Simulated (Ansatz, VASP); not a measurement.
# One calculation of BaZn3, two programs

```xyz
4
Lattice="4.7737 0.0000 0.0000 0.0000 4.7737 0.0000 0.0000 0.0000 4.7737" Properties=species:S:1:pos:R:3 pbc="T T T"
Ba    0.0000    0.0000    0.0000
Zn    0.0000    2.3868    2.3868
Zn    2.3868    0.0000    2.3868
Zn    2.3868    2.3868    0.0000
```

Alike in both runs: functional PBE; k mesh 10 × 10 × 10; occupations gaussian, width 0.1 eV; no spin polarisation.

Ansatz relaxed the structure, and its values are those at the end. VASP's run is a single point on that final structure, the one shown.

|  | VASP | Ansatz |
| --- | --- | --- |
| version | VASP 6.6.1 | Ansatz 0.2.0 |
| potentials or method | VASP PAW PBE potentials, release 64 (Ba_sv, Zn) | scalar-relativistic, plane waves, PAW |
| plane-wave cutoff (eV) | 520 | 420 |
| valence electrons in the cell | 46 | 46 |

```tsv
	VASP	Ansatz	Ansatz less VASP
gap on the k mesh at the Fermi level (eV)	none	none	-
pressure (GPa)	0.2	0.0	-0.24
```

A gap of «none» marks a metal or a gap that the smearing closes.

Spin-orbit coupling is left out, which matters for the levels of Ba.
